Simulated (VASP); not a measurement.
# BaCu in VASP: reference runs

Reference runs on BaCu: the cell as given.

Everything below comes from runs of VASP 6.6.1. Logs are shortened: lines on timing, memory, paths and dates and some standing lists are left out, and cuts for length are marked.

## (1) Starting point

The cell holds a sheet with vacuum, 2 atoms: a = 4.503 Å, b = 4.503 Å, c = 23.800 Å, α = 90.00°, β = 90.00°, γ = 90.00°.

The cell was built by a generator and needn't be a form met in nature.

## (2) Single point, PBE

INCAR reads:

```
SYSTEM = BaCu
PREC = Accurate
ENCUT = 520
EDIFF = 1E-7
ISMEAR = -1
SIGMA = 0.05
LREAL = .False.
LASPH = .True.
NELM = 100
ALGO = Normal
ISIF = 2
LWAVE = .False.
LCHARG = .False.
LDIPOL = .True.
IDIPOL = 3
DIPOL = 0.5 0.5 0.294
GGA = PE
NBANDS = 18
```

KPOINTS reads:

```
regular mesh
0
Gamma
  6 6 1
  0 0 0
```

POSCAR reads:

```
BaCu
1.0
    4.5031400000      0.0000000000      0.0000000000
    0.0000000000      4.5031400000      0.0000000000
    0.0000000000      0.0000000000     23.8000000000
Ba Cu
1 1
Direct
    0.5000000000      0.5000000000      0.2941200000
    0.0000000000      0.0000000000      0.2941200000
```

Potentials or basis: VASP PAW PBE potentials, release 64 (Ba_sv, Cu).

Launch:

```sh
cat potpaw_PBE.64/Ba_sv/POTCAR potpaw_PBE.64/Cu/POTCAR > POTCAR
mpirun -np 1 vasp_std > vasp.out
```

OUTCAR:

```text
SYSTEM = BaCu
   PREC = Accurate
   ENCUT = 520
   EDIFF = 1E-7
   ISMEAR = -1
   LREAL = .False.
   LASPH = .True.
   NELM = 100
   ISIF = 2
   GGA = PE

 ion  position               nearest neighbor table
   1  0.500  0.500  0.294-   2 3.18   2 3.18   2 3.18   2 3.18
   2  0.000  0.000  0.294-   1 3.18   1 3.18   1 3.18   1 3.18

  LATTYP: Found a simple tetragonal cell.
 ALAT       =     4.5031400000
 C/A-ratio  =     5.2852009931

  Lattice vectors:

 A1 = (   4.5031400000,   0.0000000000,   0.0000000000)
 A2 = (   0.0000000000,   4.5031400000,   0.0000000000)
 A3 = (   0.0000000000,   0.0000000000,  23.8000000000)

Analysis of symmetry for initial positions (statically):
=====================================================================
 Subroutine PRICEL returns:
 Original cell was already a primitive cell.

 Routine SETGRP: Setting up the symmetry group for a
 simple tetragonal supercell.

 Subroutine GETGRP returns: Found 16 space group operations
 (whereof  8 operations were pure point group operations)
 out of a pool of 16 trial point group operations.

The static configuration has the point symmetry C_4v.
 The point group associated with its full space group is D_4h.

Analysis of symmetry for dynamics (positions and initial velocities):
=====================================================================
 Subroutine PRICEL returns:
 Original cell was already a primitive cell.

 Routine SETGRP: Setting up the symmetry group for a
 simple tetragonal supercell.

 Subroutine GETGRP returns: Found 16 space group operations
 (whereof  8 operations were pure point group operations)
 out of a pool of 16 trial point group operations.

The dynamic configuration has the point symmetry C_4v.
 The point group associated with its full space group is D_4h.

 Subroutine INISYM returns: Found 16 space group operations
 (whereof  8 operations are pure point group operations),
 and found     1 'primitive' translations

----------------------------------------------------------------------------------------

                                     Primitive cell

  volume of cell :     482.6228

  direct lattice vectors                    reciprocal lattice vectors
     4.503140000  0.000000000  0.000000000     0.222067269  0.000000000  0.000000000
     0.000000000  4.503140000  0.000000000     0.000000000  0.222067269  0.000000000
     0.000000000  0.000000000 23.800000000     0.000000000  0.000000000  0.042016807

  length of vectors
     4.503140000  4.503140000 23.800000000     0.222067269  0.222067269  0.042016807

  position of ions in fractional coordinates (direct lattice)
     0.500000000  0.500000000  0.294120000
     0.000000000  0.000000000  0.294120000

  ion indices of the primitive-cell ions
   primitive index   ion index
                 1           1
                 2           2

----------------------------------------------------------------------------------------

 KPOINTS: regular mesh

Automatic generation of k-mesh.
 Grid dimensions read from file:
 generate k-points for:    6    6    1

 Generating k-lattice:

  Cartesian coordinates                     Fractional coordinates (reciprocal lattice)
     0.037011211  0.000000000  0.000000000     0.166666667  0.000000000  0.000000000
     0.000000000  0.037011211  0.000000000     0.000000000  0.166666667  0.000000000
     0.000000000  0.000000000  0.042016807     0.000000000  0.000000000  1.000000000

  Length of vectors
     0.037011211  0.037011211  0.042016807

  Shift w.r.t. Gamma in fractional coordinates (k-lattice)
     0.000000000  0.000000000  0.000000000

 Subroutine IBZKPT returns following result:
 ===========================================

 Found     10 irreducible k-points:

 Following reciprocal coordinates:
            Coordinates               Weight
  0.000000  0.000000  0.000000      1.000000
  0.166667  0.000000  0.000000      4.000000
  0.333333  0.000000  0.000000      4.000000
  0.500000  0.000000  0.000000      2.000000
  0.166667  0.166667  0.000000      4.000000
  0.333333  0.166667  0.000000      8.000000
  0.500000  0.166667  0.000000      4.000000
  0.333333  0.333333  0.000000      4.000000
  0.500000  0.333333  0.000000      4.000000
  0.500000  0.500000  0.000000      1.000000
   k-points           NKPTS =     10   k-points in BZ     NKDIM =     10   number of bands    NBANDS=     18
   number of dos      NEDOS =    301   number of ions     NIONS =      2
   total plane-waves  NPLWV = 233280
   dimension x,y,z NGX =    36 NGY =   36 NGZ =  180
   dimension x,y,z NGXF=    72 NGYF=   72 NGZF=  360
   ions per type =               1   1
   NGX,Y,Z   is equivalent  to a cutoff of  13.29, 13.29, 12.57 a.u.
   NGXF,Y,Z  is equivalent  to a cutoff of  26.58, 26.58, 25.15 a.u.
 SYSTEM =  BaCu
   PREC   = accura    normal or accurate (medium, high low for compatibility)
   ISTART =      0    job   : 0-new  1-cont  2-samecut
   ICHARG =      2    charge: 1-file 2-atom 10-const
   ISPIN  =      1    spin polarized calculation?
   LNONCOLLINEAR =      F non collinear calculations
   LSORBIT =      F    spin-orbit coupling
   LASPH  =      T    aspherical Exc in radial PAW
   ENCUT  =  520.0 eV  38.22 Ry    6.18 a.u.   8.37  8.37 44.25*2*pi/ulx,y,z
   NELM   =    100;   NELMIN=  2; NELMDL= -5     # of ELM steps
   EDIFF  = 0.1E-06   stopping-criterion for ELM
   LREAL  =      F    real-space projection
   EDIFFG = 0.1E-05   stopping-criterion for IOM
   NSW    =      0    number of steps for IOM
   IBRION =     -1    ionic relax: 0-MD 1-quasi-New 2-CG
   NFREE  =      0    steps in history (QN), initial steepest desc. (CG)
   ISIF   =      2    stress and relaxation
   ISYM   =      2    0-nonsym 1-usesym 2-fastsym
   POTIM  = 0.5000    time-step for ionic-motion
   TEBEG  =    0.0;   TEEND  =   0.0 temperature during run
   PSTRESS=    0.0 pullay stress
   NELECT =      21.0000    total number of electrons
   NUPDOWN=      -1.0000    fix difference up-down
   EMIN   =  10.00;   EMAX   =-10.00  energy-range for DOS
   EFERMI =   0.00;   METHOD = LEGACY
   ISMEAR =    -1;   SIGMA  =   0.05  broadening in eV -4-tet -1-fermi 0-gaus
   EFERMI_NEDOS =   21; number of points for ismear=-14 and -15
   IALGO  =     38    algorithm
   IMIX   =      4    mixing-type and parameters
     AMIX     =   0.40;   BMIX     =  1.00
     AMIX_MAG =   1.60;   BMIX_MAG =  1.00
  volume/ion in A,a.u.               =     241.31      1628.45
  Fermi-wavevector in a.u.,A,eV,Ry     =   0.575809  1.088122  4.511097  0.331556
  Thomas-Fermi vector in A             =   1.618055
   LORBIT       =      0    0 simple, 1 ext, 2 COOP (PROOUT), +10 PAW based schemes
   GGA     = PE    functional components
   LHFCALC =     F    Hartree Fock is set to
   AEXX    =    0.0000 exact exchange contribution
   IVDW    =     0    specifies the selected vdW correction
   LEPSILON=     F    determine dielectric tensor
   LRPA    =     F    only Hartree local field effects (RPA)
 non-spin polarized calculation
  energy-cutoff  :      520.00
  volume of cell :      482.62
 maximum number of plane-waves:     13024
 NGX is ok and might be reduce to    36
   NGX = 17   NGY = 17   NGZ = 89

 dipolmoment           0.000000      0.000000     -0.000000 electrons x Angstroem

 number of electron      21.0000011 magnetization

 dipolmoment           0.000000      0.000000      0.000002 electrons x Angstroem

 Free energy of the ion-electron system (eV)
  ---------------------------------------------------
  ext. energy  EPLUGINS =         0.00000000
  ---------------------------------------------------
  free energy    TOTEN  =        -4.35990757 eV

  energy without entropy =       -4.31593358  energy(sigma->0) =       -4.33792058

 E-fermi :  -1.4865     XC(G=0):  -1.8524

 val. band max:       -1.4961790973   @ k =   0.3333   0.1667   0.0000
 cond. band min:      -1.3728598966   @ k =   0.5000   0.1667   0.0000
 fundamental gap:      0.1233192008
 Fermi energy:        -1.4865087074

 k-point     1 :       0.0000    0.0000    0.0000
  band No.  band energies     occupation
      1     -30.6012      2.00000
      2     -15.9788      2.00000
      3     -15.6245      2.00000
      4     -15.6245      2.00000
      5      -5.3092      2.00000
      6      -4.5615      2.00000
[... 10 lines left out ...]
     17       1.3593      0.00000
     18       1.3635      0.00000

 k-point     2 :       0.1667    0.0000    0.0000
  band No.  band energies     occupation
      1     -30.5978      2.00000
      2     -15.9729      2.00000
      3     -15.6968      2.00000
      4     -15.6210      2.00000
      5      -4.9899      2.00000
      6      -4.4841      2.00000
[... 10 lines left out ...]
     17       1.3836      0.00000
     18       1.3979      0.00000

 k-point     3 :       0.3333    0.0000    0.0000
  band No.  band energies     occupation
      1     -30.5910      2.00000
      2     -15.9608      2.00000
      3     -15.8357      2.00000
      4     -15.6139      2.00000
      5      -4.3288      2.00000
      6      -4.2497      2.00000
[... 10 lines left out ...]
     17       1.4919      0.00000
     18       1.8807      0.00000

 k-point     4 :       0.5000    0.0000    0.0000
  band No.  band energies     occupation
      1     -30.5876      2.00000
      2     -15.9548      2.00000
      3     -15.9026      2.00000
      4     -15.6104      2.00000
      5      -4.2512      2.00000
      6      -4.1662      2.00000
[... 81 lines left out ...]
      4     -15.7898      2.00000
      5      -4.4472      2.00000
      6      -4.2160      2.00000
[... 10 lines left out ...]
     17       2.2057      0.00000
     18       2.5033      0.00000

 k-point     9 :       0.5000    0.3333    0.0000
  band No.  band energies     occupation
      1     -30.5786      2.00000
      2     -15.9367      2.00000
      3     -15.8577      2.00000
      4     -15.7862      2.00000
      5      -4.3127      2.00000
      6      -4.2932      2.00000
[... 10 lines left out ...]
     17       2.5288      0.00000
     18       2.8566      0.00000

 k-point    10 :       0.5000    0.5000    0.0000
  band No.  band energies     occupation
      1     -30.5756      2.00000
      2     -15.9307      2.00000
      3     -15.8425      2.00000
      4     -15.8425      2.00000
      5      -4.4741      2.00000
      6      -4.3437      2.00000
[... 10 lines left out ...]
     17       3.0954      0.00000
     18       3.1944      0.00000

------------------------ aborting loop because EDIFF is reached ----------------------------------------

 vacuum level on the upper side and lower side of the slab       (xc-potential included)        -0.008        -0.008

  FORCE on cell =-STRESS in cart. coord.  units (eV):
  Direction    XX          YY          ZZ          XY          YZ          ZX
  --------------------------------------------------------------------------------------
  -------------------------------------------------------------------------------------
  Total        0.2804897      0.2804897     -0.0082452      0.0000000     -0.0000000      0.0000000
  in kB        0.9311499      0.9311499     -0.0273717      0.0000000     -0.0000000      0.0000000
  external PRESSURE =       0.6116427 kB  Pullay stress =       0.0000000 kB

 VOLUME and BASIS-vectors are now :
 -----------------------------------------------------------------------------
  energy-cutoff  :      520.00
  volume of cell :      482.62
      direct lattice vectors                 reciprocal lattice vectors
     4.503140000  0.000000000  0.000000000     0.222067269  0.000000000  0.000000000
     0.000000000  4.503140000  0.000000000     0.000000000  0.222067269  0.000000000
     0.000000000  0.000000000 23.800000000     0.000000000  0.000000000  0.042016807

 POSITION                                       TOTAL-FORCE (eV/Angst)
 -----------------------------------------------------------------------------------
      2.25157      2.25157      7.00006         0.000000      0.000000      0.000000
      0.00000      0.00000      7.00006         0.000000      0.000000     -0.000000
 -----------------------------------------------------------------------------------
    total drift:                                0.000000      0.000000      0.000045

  FREE ENERGIE OF THE ION-ELECTRON SYSTEM (eV)
  ---------------------------------------------------
  free  energy   TOTEN  =        -4.3599075736 eV

  energy  without entropy=       -4.3159335780  energy(sigma->0) =       -4.33792058

 vacuum level on the upper side and lower side of the slab         0.810         0.810
```

Run time: 3 min. Hardware: 1 thread of Intel Xeon Platinum 8259CL at 2.50GHz (Skylake/Cascade Lake), shared host; peak memory 0.56 GiB.

What came out:

```
Free energy            : -4.3599 eV
Band gap on the k mesh : none (metal or under the smearing width)
```

Levels at points of the mesh, in eV from the Fermi level:
```
           k point  band 7  band 8  band 9  band 10  band 11  band 12  band 13  band 14
(0.00, 0.00, 0.00)   -2.97   -2.63   -2.63    -2.56     0.18     0.72     1.02     2.24
(0.50, 0.00, 0.00)   -2.64   -2.60   -2.54    -1.75    -1.02    -0.12     0.88     1.48
(0.50, 0.50, 0.00)   -2.73   -2.73   -2.67    -2.40     1.35     1.35     1.69     1.69
```
